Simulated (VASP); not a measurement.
Given:

```
CELL_PARAMETERS angstrom
      0.00000     2.55872     2.55872
      2.55872     0.00000     2.55872
      2.55872     2.55872     0.00000
ATOMIC_POSITIONS crystal
  Mg 0.00000 0.00000 0.00000
  S  0.50000 0.50000 0.50000
```

These are LDA (Ceperley-Alder, Perdew-Zunger), VASP's LDA PAW potentials (set 64) (plane waves; VASP 6.6.1) values and carry that method's errors. Numerical set-up: 400 eV cut-off, 9×9×9 Γ-centred mesh, Gaussian smearing of 0.010 eV, potentials Mg S.

Question: Give the electronic dielectric tensor ε∞ (DFPT, local fields included).

Answer: 
```
5.55  0.00  0.00
0.00  5.55  0.00
0.00  0.00  5.55
```

Question: Give the Born effective charges.

Answer: 
```csv
atom,Z*xx,Z*yy,Z*zz,mean
Mg1,2.28,2.28,2.28,2.28
S2,-2.28,-2.28,-2.28,-2.28
```

The compound is MgS in the rock salt structure. It was relaxed first.
